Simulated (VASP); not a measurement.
Output of a VASP run:

**OSZICAR**
```
       N       E                     dE             d eps       ncg     rms          rms(c)
DAV:   1     0.786378855441E+03    0.78638E+03   -0.35751E+04  4048   0.186E+03
DAV:   2    -0.259065806635E+01   -0.78897E+03   -0.76623E+03  4034   0.550E+02
DAV:   3    -0.683047587132E+02   -0.65714E+02   -0.63381E+02  4770   0.161E+02
DAV:   4    -0.703128169534E+02   -0.20081E+01   -0.19866E+01  4928   0.280E+01
DAV:   5    -0.703518053402E+02   -0.38988E-01   -0.38922E-01  4782   0.436E+00    0.352E+01
DAV:   6    -0.722328584842E+02   -0.18811E+01   -0.22424E+02  5144   0.999E+01    0.306E+01
DAV:   7    -0.614393538777E+02    0.10794E+02   -0.85050E+01  4652   0.634E+01    0.855E+00
DAV:   8    -0.614691287792E+02   -0.29775E-01   -0.32972E+00  4400   0.882E+00    0.309E+00
DAV:   9    -0.614289105795E+02    0.40218E-01   -0.34279E-01  5034   0.363E+00    0.131E+00
DAV:  10    -0.614286635143E+02    0.24707E-03   -0.24033E-02  5118   0.932E-01    0.589E-01
DAV:  11    -0.614271917576E+02    0.14718E-02   -0.27556E-03  4670   0.253E-01    0.300E-01
DAV:  12    -0.614270415469E+02    0.15021E-03   -0.28282E-03  5078   0.330E-01    0.270E-01
DAV:  13    -0.614274532717E+02   -0.41172E-03   -0.50680E-04  4798   0.153E-01    0.736E-02
DAV:  14    -0.614274695006E+02   -0.16229E-04   -0.34882E-05  4462   0.307E-02    0.405E-02
DAV:  15    -0.614274744831E+02   -0.49825E-05   -0.10471E-05  4210   0.195E-02    0.914E-03
DAV:  16    -0.614274732129E+02    0.12703E-05   -0.13027E-06  2194   0.844E-03    0.273E-03
DAV:  17    -0.614274728348E+02    0.37811E-06   -0.38011E-07  2166   0.379E-03
   1 F= -.61427473E+02 E0= -.61428094E+02  d E =-.614275E+02  mag=     4.0088
```

### OUTCAR
```
------------------------ aborting loop because EDIFF is reached ----------------------------------------
  FORCE on cell =-STRESS in cart. coord.  units (eV):
  Direction    XX          YY          ZZ          XY          YZ          ZX
  --------------------------------------------------------------------------------------
  Total        0.0285952      0.0285952      0.0285952     -0.0000000      0.0000000      0.0000000
  in kB        0.4970766      0.4970766      0.4970766     -0.0000000      0.0000000      0.0000000
  external PRESSURE =       0.4970766 kB  Pullay stress =       0.0000000 kB
  volume of cell :       92.17
      direct lattice vectors                 reciprocal lattice vectors
     4.517101873  0.000000000  0.000000000     0.221380883  0.000000000  0.000000000
     0.000000000  4.517101873  0.000000000     0.000000000  0.221380883  0.000000000
     0.000000000  0.000000000  4.517101873     0.000000000  0.000000000  0.221380883
 POSITION                                       TOTAL-FORCE (eV/Angst)
 -----------------------------------------------------------------------------------
      3.89985      2.87580      1.64130         0.005378     -0.005378      0.005378
      1.64130      3.89985      2.87580         0.005378      0.005378     -0.005378
      0.61725      0.61725      0.61725        -0.005378     -0.005378     -0.005378
      2.87580      1.64130      3.89985        -0.005378      0.005378      0.005378
      0.69915      1.55940      2.95770        -0.001604      0.001604     -0.001604
      2.95770      0.69915      1.55940        -0.001604     -0.001604      0.001604
      3.81795      3.81795      3.81795         0.001604      0.001604      0.001604
      1.55940      2.95770      0.69915         0.001604     -0.001604     -0.001604
 -----------------------------------------------------------------------------------
    total drift:                               -0.000001     -0.000001      0.000000
  FREE ENERGIE OF THE ION-ELECTRON SYSTEM (eV)
  ---------------------------------------------------
  free  energy   TOTEN  =       -61.4274728348 eV

  energy  without entropy=      -61.4293376413  energy(sigma->0) =      -61.42809444

 total charge

# of ion       s       p       d       tot
------------------------------------------
    1        0.334   6.389   5.289  12.012
    2        0.334   6.389   5.289  12.012
    3        0.334   6.389   5.289  12.012
    4        0.334   6.389   5.289  12.012
    5        0.744   0.906   0.000   1.649
    6        0.744   0.906   0.000   1.649
    7        0.744   0.906   0.000   1.649
    8        0.744   0.906   0.000   1.649
--------------------------------------------------
tot          4.310  29.179  21.157  54.646

 magnetization (x)

# of ion       s       p       d       tot
------------------------------------------
    1        0.001   0.007   1.053   1.061
    2        0.001   0.007   1.053   1.061
    3        0.001   0.007   1.053   1.061
    4        0.001   0.007   1.053   1.061
    5       -0.013  -0.036   0.000  -0.048
    6       -0.013  -0.036   0.000  -0.048
    7       -0.013  -0.036   0.000  -0.048
    8       -0.013  -0.036   0.000  -0.048
--------------------------------------------------
tot         -0.049  -0.112   4.211   4.050

 reached required accuracy - stopping structural energy minimisation
```
(Selected blocks of OUTCAR.)

**POSCAR**
```
MnSi
1
    4.5171018727    -0.0000000000     0.0000000000
    0.0000000000     4.5171018727    -0.0000000000
    0.0000000000    -0.0000000000     4.5171018727
Mn Si
4 4
Direct
  0.8633521069   0.6366478931   0.3633521069
  0.3633521069   0.8633521069   0.6366478931
  0.1366478931   0.1366478931   0.1366478931
  0.6366478931   0.3633521069   0.8633521069
  0.1547783815   0.3452216185   0.6547783815
  0.6547783815   0.1547783815   0.3452216185
  0.8452216185   0.8452216185   0.8452216185
  0.3452216185   0.6547783815   0.1547783815
```

Problem. Write an INCAR and KPOINTS that could have produced this output.

Solution. One answer among several that fit: the input of the run itself, PBE GGA, plane waves, VASP's PBE PAW potentials (set 64).

### KPOINTS
```
Automatic mesh
0
Gamma
7 7 7
0 0 0
```

**INCAR**
```
ALGO  =  Normal
EDIFF  =  1E-6
EDIFFG  =  -0.02
ENCUT  =  500
GGA  =  PE
IBRION  =  2
ISIF  =  3
ISMEAR  =  1
ISPIN  =  2
LASPH  =  .TRUE.
LCHARG  =  .FALSE.
LMAXMIX  =  4
LORBIT  =  10
LREAL  =  .FALSE.
LWAVE  =  .FALSE.
MAGMOM  =  4*1.1 4*-0.0
NELM  =  100
NSW  =  40
PREC  =  Accurate
SIGMA  =  0.1
SYSTEM  =  MnSi
```

POTCAR, in this order: Mn_pv Si (PBE.64 set). Program: vasp_std.

The moments were started parallel, and other spin orders were not tried in this run.

The compound is MnSi in the B20 structure. It was relaxed first.
